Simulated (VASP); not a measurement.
All values below come from revTPSS meta-GGA, VASP's PBE PAW potentials (set 64) (plane waves; VASP).

VASP ran on this input.

### POSCAR
```
Be
1
    1.1083187533    -1.9196642266     0.0000000000
    1.1083187533     1.9196642266     0.0000000000
    0.0000000000     0.0000000000     3.4809816720
Be
2
Direct
  0.3333330000   0.6666670000   0.2500000000
  0.6666670000   0.3333330000   0.7500000000
```

INCAR:
```
SYSTEM = Be
PREC = Accurate; ENCUT = 520; LREAL = .False.
LASPH = .True.
EDIFF = 1E-7; NELM = 100; ALGO = Normal
LMIXTAU = .True.
ISMEAR = 1; SIGMA = 0.1
METAGGA = RTPSS
IBRION = 2; NSW = 30; ISIF = 4
EDIFFG = -0.01
LWAVE = .False.; LCHARG = .False.
```

File KPOINTS:
```
Regular mesh
0
G
  18 18 10
0 0 0
```

POTCAR, in this order: Be (PBE.64 set). Program: vasp_std.

What VASP printed:

OSZICAR:
```
       N       E                     dE             d eps       ncg     rms          rms(c)
DAV:   1     0.524567320082E+02    0.52457E+02   -0.68438E+03  3294   0.244E+03
DAV:   2     0.210462746474E+02   -0.31410E+02   -0.30106E+02  5328   0.375E+02
DAV:   3     0.189435071354E+02   -0.21028E+01   -0.20791E+01  5328   0.890E+01
DAV:   4     0.187642544259E+02   -0.17925E+00   -0.17758E+00  5304   0.273E+01
DAV:   5     0.187469451613E+02   -0.17309E-01   -0.17301E-01  5322   0.710E+00    0.215E+00
DAV:   6    -0.273960470752E+04   -0.27584E+04   -0.27372E+04  5328   0.147E+03    0.278E+00
DAV:   7    -0.731855698197E+07   -0.73158E+07   -0.52549E+07  3840   0.561E+06    0.434E+00
DAV:   8    -0.132313858810E+09   -0.12500E+09   -0.31759E+07  4884   0.343E+07    0.478E+00
DAV:   9    -0.193666480035E+09   -0.61353E+08   -0.37901E+06  4842   0.108E+07    0.432E+00
DAV:  10    -0.207062692529E+09   -0.13396E+08   -0.15716E+06  4848   0.261E+06    0.455E+00
DAV:  11    -0.220616493985E+09   -0.13554E+08   -0.26293E+06  4776   0.183E+06    0.467E+00
DAV:  12    -0.220577099250E+09    0.39395E+05   -0.58425E+06  4878   0.215E+06    0.512E+00
DAV:  13    -0.217754415227E+09    0.28227E+07   -0.56952E+06  5022   0.395E+05    0.528E+00
DAV:  14    -0.219994136033E+09   -0.22397E+07   -0.20774E+07  4836   0.160E+06    0.506E+00
DAV:  15    -0.253169300901E+09   -0.33175E+08   -0.39612E+08  4818   0.219E+06    0.537E+00
DAV:  16    -0.601960025901E+09   -0.34879E+09   -0.39320E+09  4722   0.280E+06    0.489E+00
DAV:  17    -0.147991969789E+10   -0.87796E+09   -0.12873E+10  4698   0.486E+06    0.285E+00
DAV:  18    -0.202725293269E+11   -0.18793E+11   -0.20100E+11  4656   0.416E+06    0.262E+00
DAV:  19    -0.283035943327E+10    0.17442E+11   -0.26560E+10  4782   0.254E+06    0.290E+00
DAV:  20    -0.217518142917E+11   -0.18921E+11   -0.21583E+11  4704   0.487E+06    0.251E+00
DAV:  21    -0.336379339324E+11   -0.11886E+11   -0.33467E+11  4686   0.890E+06    0.276E+00
DAV:  22    -0.470594771260E+10    0.28932E+11   -0.45300E+10  4740   0.101E+07    0.271E+00
DAV:  23    -0.137437797509E+11   -0.90378E+10   -0.13571E+11  4890   0.111E+07    0.303E+00
DAV:  24    -0.271632795443E+10    0.11027E+11   -0.25415E+10  4686   0.990E+06    0.116E+01
```

File stdout:
```
...
 WARNING: Sub-Space-Matrix is not hermitian in DAV           14
  -30429.9582503848
 WARNING: Sub-Space-Matrix is not hermitian in DAV            1
  -131424433.870212
 WARNING: Sub-Space-Matrix is not hermitian in DAV            2
  -597218.795404207
 WARNING: Sub-Space-Matrix is not hermitian in DAV            4
   4902.62935777606
 WARNING: Sub-Space-Matrix is not hermitian in DAV            5
   43689.3441013188
 WARNING: Sub-Space-Matrix is not hermitian in DAV            6
   29.1699538145555
 WARNING: Sub-Space-Matrix is not hermitian in DAV            7
  -224229793.516503
 WARNING: Sub-Space-Matrix is not hermitian in DAV            8
  -1489035.62300167
 WARNING: Sub-Space-Matrix is not hermitian in DAV            9
   24768121.6068129
 WARNING: Sub-Space-Matrix is not hermitian in DAV           10
  -150770.007205000
 WARNING: Sub-Space-Matrix is not hermitian in DAV           11
   96563867.7420666
 WARNING: Sub-Space-Matrix is not hermitian in DAV           12
   6319.20929789961

 -----------------------------------------------------------------------------
|                                                                             |
|     EEEEEEE  RRRRRR   RRRRRR   OOOOOOO  RRRRRR      ###     ###     ###     |
|     E        R     R  R     R  O     O  R     R     ###     ###     ###     |
|     E        R     R  R     R  O     O  R     R     ###     ###     ###     |
|     EEEEE    RRRRRR   RRRRRR   O     O  RRRRRR       #       #       #      |
|     E        R   R    R   R    O     O  R   R                               |
|     E        R    R   R    R   O     O  R    R      ###     ###     ###     |
|     EEEEEEE  R     R  R     R  OOOOOOO  R     R     ###     ###     ###     |
|                                                                             |
|     EDDAV: Call to ZHEGV failed. Returncode = 7 2 12                        |
|                                                                             |
|       ---->  I REFUSE TO CONTINUE WITH THIS SICK JOB ... BYE!!! <----       |
|                                                                             |
 -----------------------------------------------------------------------------
```

VASP stops with an error: EDDAV: Call to ZHEGV failed. Returncode = 7 2 12 ----> I REFUSE TO CONTINUE WITH THIS SICK JOB ... BYE!!! <----

The compound is Be in the hcp structure. This cell is one point of a volume scan, at 0.94 of the reference volume.
